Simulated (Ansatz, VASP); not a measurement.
## One calculation of Li3SCl, two programs

```
CELL_PARAMETERS angstrom
4.57898 0.00000 0.00000
0.00000 4.57898 0.00000
0.00000 0.00000 4.57898
ATOMIC_POSITIONS crystal
Cl 0.00000 0.00000 0.00000
S 0.50000 0.50000 0.50000
Li 0.50000 0.50000 0.00000
Li 0.50000 0.00000 0.50000
Li 0.00000 0.50000 0.50000
```

Alike in both runs: task single point; functional PBEsol; k mesh 4 × 4 × 4; no spin polarisation.

```csv
,VASP,Ansatz
version,VASP 6.6.1,Ansatz 0.2.0
potentials or method,"VASP PAW PBE potentials, release 64 (Cl, S, Li_sv)",plane waves
plane-wave cutoff (eV),520,420
occupations,"gaussian, width 0.01 eV",fixed
valence electrons in the cell,22,22
```

|  | VASP | Ansatz | Ansatz less VASP |
| --- | --- | --- | --- |
| gap on the k mesh at the Fermi level (eV) | 3.94 | 3.94 | -0.004 |

 A k mesh can miss the band edges. Expect the measured gap to be larger: semilocal functionals such as PBEsol lack the derivative discontinuity.
